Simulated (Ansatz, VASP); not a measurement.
# Cross-check of Si11P2O27 (phosphorus-doped silica glass) between VASP and Ansatz, part 2 of 2

Wanted: the spread between two codes on one cell, functional and k mesh. Of the first pair: The structure shown is the start of the Ansatz relaxation below; VASP solves that cell, so the two are compared at the walk's first step.

VASP 6.6.1 and Ansatz 0.2.0.

So far. Step 3 (VASP: single point, PBE, start cell, pair 1): The run ends at a pressure of 4.32 GPa, with forces up to 3.9 eV/Å.

## (4) Side by side

Known differences besides the potentials themselves: the cutoff is 420 eV in Ansatz and 520 eV in VASP (PREC = Accurate, projectors in real space). Total energies have different zeros and are not compared.

Forces on 9 of the 40 atoms, those with the largest forces and the largest differences (eV/Å; atoms numbered as in POSCAR):

| atom | Ansatz x, y, z | VASP x, y, z |
| --- | --- | --- |
| P1 | 0.400, -2.662, 0.605 | 0.399, -2.631, 0.566 |
| P2 | 3.419, -1.438, -1.474 | 3.346, -1.408, -1.435 |
| Si4 | 0.983, -0.501, 3.048 | 0.920, -0.509, 2.995 |
| Si11 | 0.672, -2.183, -0.676 | 0.679, -2.148, -0.655 |
| Si13 | 0.058, 1.419, -1.003 | -0.086, 1.364, -0.977 |
| O16 | 1.887, 0.557, -0.473 | 2.046, 0.619, -0.519 |
| O17 | 0.467, -0.984, -1.991 | 0.476, -0.984, -2.011 |
| O24 | -2.106, 0.075, 0.564 | -2.174, 0.080, 0.578 |
| O33 | -0.083, -1.092, 0.015 | -0.066, -1.057, 0.166 |

The forces differ by 42 meV/Å r.m.s., which is 4.5 % of the r.m.s. force of 0.936 eV/Å (both taken over all components).

## (5) Ansatz: relaxation, PBE

This run makes the geometry at which the two programs are then compared. The cell compared in this pair holds 530.17 Å³, against 526.18 Å³ for the pair before.

The structure compared here is the end of the Ansatz relaxation.

Input file input.yaml:

```yaml
crystal:
  lattice:
    - [8.0731652509, 0.0, 0.0]
    - [0.0, 8.0731652509, 0.0]
    - [0.0, 0.0, 8.0731652509]
  atoms:
    - { symbol: P, position: [0.569896, 0.136855, 0.370588] }
    - { symbol: P, position: [0.212343, 0.794189, 0.234784] }
    - { symbol: Si, position: [0.488366, 0.245098, 0.027348] }
    - { symbol: Si, position: [0.885183, 0.276132, 0.502529] }
    - { symbol: Si, position: [0.790073, 0.115715, 0.848041] }
    - { symbol: Si, position: [0.006409, 0.488243, 0.102275] }
    - { symbol: Si, position: [0.131614, 0.137044, 0.056646] }
    - { symbol: Si, position: [0.269451, 0.829429, 0.625272] }
    - { symbol: Si, position: [0.617128, 0.576251, 0.140068] }
    - { symbol: Si, position: [0.623737, 0.765811, 0.800155] }
    - { symbol: Si, position: [0.06524, 0.519877, 0.712931] }
    - { symbol: Si, position: [0.236985, 0.208007, 0.566805] }
    - { symbol: Si, position: [0.743826, 0.785786, 0.447835] }
    - { symbol: O, position: [0.721169, 0.249174, 0.392327] }
    - { symbol: O, position: [0.160008, 0.963795, 0.160505] }
    - { symbol: O, position: [0.913687, 0.852825, 0.402341] }
    - { symbol: O, position: [0.067058, 0.211871, 0.458671] }
    - { symbol: O, position: [0.020924, 0.498286, 0.902631] }
    - { symbol: O, position: [0.238159, 0.026128, 0.646903] }
    - { symbol: O, position: [0.928364, 0.456738, 0.579057] }
    - { symbol: O, position: [0.259263, 0.803526, 0.420102] }
    - { symbol: O, position: [0.4409, 0.788023, 0.718254] }
    - { symbol: O, position: [0.966278, 0.114542, 0.94645] }
    - { symbol: O, position: [0.816783, 0.475989, 0.141791] }
    - { symbol: O, position: [0.312328, 0.177709, 0.971399] }
    - { symbol: O, position: [0.093908, 0.650253, 0.189984] }
    - { symbol: O, position: [0.829298, 0.169673, 0.663669] }
    - { symbol: O, position: [0.100813, 0.316275, 0.146007] }
    - { symbol: O, position: [0.489389, 0.422648, 0.118168] }
    - { symbol: O, position: [0.615257, 0.96661, 0.436181] }
    - { symbol: O, position: [0.211722, 0.376452, 0.669339] }
    - { symbol: O, position: [0.638188, 0.65395, 0.957856] }
    - { symbol: O, position: [0.537957, 0.12666, 0.185908] }
    - { symbol: O, position: [0.655349, 0.667079, 0.314147] }
    - { symbol: O, position: [0.702629, 0.940317, 0.85674] }
    - { symbol: O, position: [0.725914, 0.720757, 0.634146] }
    - { symbol: O, position: [0.640184, 0.236976, 0.905181] }
    - { symbol: O, position: [0.140877, 0.698603, 0.695375] }
    - { symbol: O, position: [0.373364, 0.751993, 0.147966] }
    - { symbol: O, position: [0.414726, 0.20395, 0.458612] }
  symmetry: { detect: false }
kpoints:
  mp_grid: { grid: [2, 2, 2] }
scf:
  occupations: { method: fermi_dirac, width: 0.05 }
hamiltonian:
  xc: pbe
  pseudopotentials: { kind: paw, azcp: { folder: soft_1 } }
output:
  forces: true
  stress: true
relax:
  f_tol: 0.04
  max_steps: 100
  escape_saddle: false
  cell: { stress_tol: 0.4, fix: [] }
```

Run with:

```console
$ ansatz run input.yaml --threads 4 --pin off --max-ram 16384MiB --backend cpu --events-out ev --progress --plain --runs-dir out
```

Numbers of over 12 decimals in the logs are rounded to 6 here.

Log:

```text
[...]
Crystal: 40 atoms, lattice volume = 526.177 Å³
Basis set: ecut = 420 eV, 10251 PW (Γ), exchange–correlation on 108×108×108 points (8 copies of the dense FFT grid, shifted against one another)
Bands: 148, of which v1, the nominal top of the filled ones, is band 108 counted from 1 (107 counted from 0)
Symmetry: 1 space group operations
k-points: 8
[...]
- { symbol: O, position: [0.232998, 0.047703, 0.647342] }
    - { symbol: O, position: [0.921236, 0.463326, 0.629359] }
    - { symbol: O, position: [0.278875, 0.802772, 0.417102] }
[...]
- { symbol: O, position: [0.627378, 0.167071, 0.913398] }
    - { symbol: O, position: [0.130871, 0.719426, 0.679472] }
    - { symbol: O, position: [0.349941, 0.773157, 0.117166] }
    - { symbol: O, position: [0.396610, 0.220574, 0.443168] }
[key lines of the parts left out:]
SCF converged after 4 iterations
Free energy (F): -23860.877391 eV
Fermi energy:    5.772889 eV
P = ⅓ Tr σ = -0.0272 GPa (-0.272 kbar)
```

## (6) VASP: single point, PBE, relaxed cell, pair 2

The same cell, functional, mesh and smearing now go to VASP, with its own data sets.

Input file INCAR:

```
SYSTEM = Si11P2O27
PREC = Accurate
ENCUT = 600
EDIFF = 1E-06
NELM = 120
ISMEAR = -1
SIGMA = 0.05
LREAL = Auto
ALGO = Normal
GGA = PE
NBANDS = 136
LORBIT = 11
LWAVE = .FALSE.
LCHARG = .FALSE.
ISIF = 2
LASPH = .TRUE.
GGA_COMPAT = .FALSE.
EFERMI = MIDGAP
KPAR = 4
```

Input file POSCAR:

```
Si11P2O27
1.0
    8.0636280968     -0.0705685840     -0.2620996648
   -0.0705685840      7.9484201777     -0.3123266268
   -0.2620996648     -0.3123266268      8.2935540433
P Si O
2 11 27
Direct
    0.5603028119      0.1364653855      0.3885487355
    0.2214175317      0.8102070111      0.2320492198
    0.4930194643      0.2176794500      0.0436588400
    0.8819636430      0.2711610756      0.5529934803
    0.7980958917      0.0758451139      0.8587740670
    0.0265806768      0.5023035426      0.0953890106
    0.1324977452      0.1453935625      0.0903208843
    0.2656155549      0.8463617366      0.6141963202
    0.6469708006      0.5649884293      0.0850039415
    0.6170088246      0.7404413498      0.7508295245
    0.0980029896      0.5285213594      0.7237409228
    0.2287200755      0.2185006766      0.5544207748
    0.7242804522      0.7927093595      0.4212960631
    0.7061653296      0.2666577123      0.4353619078
    0.1523938066      0.9970665158      0.2202485690
    0.8985072707      0.8777709881      0.4379518029
    0.0463261170      0.2208980943      0.4562883272
    0.0875707638      0.5212537728      0.9160520165
    0.2329977190      0.0477025764      0.6473415786
    0.9212360970      0.4633264179      0.6293593489
    0.2788745968      0.8027719735      0.4171023531
    0.4339745740      0.8196127660      0.7248103139
    0.9611417277      0.0995507761      0.9838217892
    0.8280092036      0.4709053944      0.0910514872
    0.3029724713      0.1531673356      0.9916130206
    0.0698947119      0.6793096210      0.2078349301
    0.8471118105      0.1568023635      0.6968106588
    0.1156367977      0.3389634752      0.1715988913
    0.5063430611      0.4157399560      0.1035776578
    0.5826112858      0.9662767529      0.4564446064
    0.2450034618      0.3950132782      0.6692523661
    0.6137976114      0.6129205052      0.8963028351
    0.5496452016      0.1104211899      0.2028970554
    0.6554273996      0.6993094315      0.2429679128
    0.7591125641      0.8778093224      0.8256642323
    0.6607172911      0.6751829645      0.5662078492
    0.6273784861      0.1670709519      0.9133980852
    0.1308705303      0.7194261711      0.6794716982
    0.3499409643      0.7731568848      0.1171661605
    0.3966096836      0.2205737562      0.4431677614
```

Input file KPOINTS:

```
Automatic mesh
0
Gamma
2 2 2
0 0 0
```

PAW data sets: P, Si and O (PBE family, release 64).

Run with:

```console
$ mpirun -np 4 vasp_std
```

Log:

```text
[... set-up lines as in an earlier step ...]
 entering main loop
       N       E                     dE             d eps       ncg     rms          rms(c)
DAV:   1     0.154904780264E+04    0.15490E+04   -0.12286E+05  2176   0.165E+03
DAV:   2    -0.219650468673E+03   -0.17687E+04   -0.17278E+04  2640   0.356E+02
DAV:   3    -0.346431422068E+03   -0.12678E+03   -0.12615E+03  2592   0.101E+02
DAV:   4    -0.348580241022E+03   -0.21488E+01   -0.21412E+01  2688   0.139E+01
[...]
DAV:  14    -0.306335257283E+03   -0.94111E-05   -0.16719E-04  2656   0.524E-02    0.297E-02
DAV:  15    -0.306335254239E+03    0.30439E-05   -0.28390E-05  2704   0.222E-02    0.178E-02
DAV:  16    -0.306335254661E+03   -0.42167E-06   -0.97028E-06  2584   0.125E-02
   1 F= -.30633525E+03 E0= -.30633525E+03  d E =-.233010E-13
```

From OUTCAR (step 6):

```text
  Total       -1.1054230     -1.0934959     -1.4180717      0.2265745     -0.0289878     -0.0222683
  in kB       -3.3405695     -3.3045262     -4.2853887      0.6847045     -0.0876008     -0.0672945
  external PRESSURE =      -3.6434948 kB  Pullay stress =       0.0000000 kB

 POSITION                                       TOTAL-FORCE (eV/Angst)
 -----------------------------------------------------------------------------------
      4.40660      0.92379      3.03297        -0.028872      0.009621     -0.036927
      1.66743      6.35177      1.61343        -0.023186     -0.004944      0.063515
      3.94872      1.68178      0.16488        -0.002350     -0.038074     -0.022465
      6.94775      1.92035      4.27043        -0.062564     -0.001116     -0.030262
      6.20511      0.27831      6.88942         0.020318      0.007111     -0.009855
      0.15389      3.96085      0.62726         0.007196      0.000133      0.008573
      1.03448      1.11809      0.66894        -0.034381     -0.017576      0.011794
      1.92112      6.51666      4.75991        -0.004685      0.010956      0.011068
      5.15478      4.41856      0.35895        -0.037456      0.002735     -0.013984
      4.72629      5.60729      5.83407        -0.001945     -0.026833      0.027095
      0.56327      3.96795      5.81163        -0.002822      0.026228      0.034029
      1.68358      1.54743      4.46993         0.057556      0.000439     -0.022501
      5.67397      6.11809      3.05662        -0.174315     -0.096429     -0.013334
      5.56133      1.93370      3.34233        -0.059562     -0.085848      0.001517
[...]
-----------------------------------------------------------------------------------
    total drift:                                0.002952      0.002658     -0.000670

  FREE ENERGIE OF THE ION-ELECTRON SYSTEM (eV)
  ---------------------------------------------------
  free  energy   TOTEN  =      -306.3352546611 eV

  energy  without entropy=     -306.3352546611  energy(sigma->0) =     -306.33525466

[... 1 part as in an earlier step ...]

[... 2 further parts left out ...]
[key lines of the parts left out:]
E-fermi :   4.3184
```

The run ends at a pressure of -0.36 GPa, with forces up to 0.20 eV/Å.

## (7) Differences

What differs besides the data sets and the points named for the pairs above, as far as they apply: the cutoff is 420 eV in Ansatz and 600 eV in VASP (PREC = Accurate, projectors in real space); Ansatz's pressure holds a Pulay correction, VASP's none. Total energies have different zeros and are not compared.

The two programs side by side:

| quantity | Ansatz | VASP | difference |
| --- | --- | --- | --- |
| pressure (GPa) | -0.03 | -0.36 | +0.34 |
| gap on the k mesh (eV) | 3.284 | 3.265 | +0.020 |

Forces on 7 of the 40 atoms, those with the largest forces and the largest differences (eV/Å; atoms numbered as in POSCAR):

| atom | Ansatz x, y, z | VASP x, y, z |
| --- | --- | --- |
| Si13 | -0.024, -0.018, 0.013 | -0.174, -0.096, -0.013 |
| O14 | 0.006, 0.003, 0.004 | -0.060, -0.086, 0.002 |
| O15 | 0.002, 0.011, -0.006 | 0.051, -0.099, -0.008 |
| O16 | 0.003, -0.002, 0.001 | 0.151, 0.077, 0.010 |
| O21 | -0.002, 0.003, -0.005 | -0.054, 0.029, -0.116 |
| O33 | -0.002, 0.006, 0.003 | -0.010, 0.052, 0.116 |
| O40 | 0.005, 0.002, 0.003 | 0.090, -0.069, -0.010 |

The forces differ by 39 meV/Å r.m.s., where the r.m.s. force is 0.007 eV/Å in Ansatz and 0.041 eV/Å in VASP: the atoms lie near their places of rest in Ansatz, so a percentage would say little (all taken over all components). A gap on the mesh is an upper bound, since the band edges may lie between its points.

## (8) Outcome

```yaml
r_m_s_force_difference_single_point_pbe_start_cell_pair_1: 4.5 % of the r.m.s. force
r_m_s_force_difference_single_point_pbe_relaxed_cell_pair_2: 39 meV/Å
```

In words: The r.m.s. force difference is 39 meV/Å (single point, PBE, relaxed cell, pair 2), beyond the 12 meV/Å picked in this series as the mark of a large difference. What causes the difference of the single point, PBE, start cell, pair 1 pair stays open here. What causes the difference of the single point, PBE, relaxed cell, pair 2 pair stays open here. How closely two codes agree says nothing of how well the functional describes the real material.

[Lines on the potential files, build, host, timing and source positions are cut from VASP's logs without a mark.]

[Logs are printed without paths, hosts, clocks, repeated set-up lines and the standing remarks that a program may print on its own settings, such as how far it seeks lower states.]

[Hosts, paths, dates, database ids (printed as entryN), source tags and the programs' standing remarks are cut or masked in the printed files.]
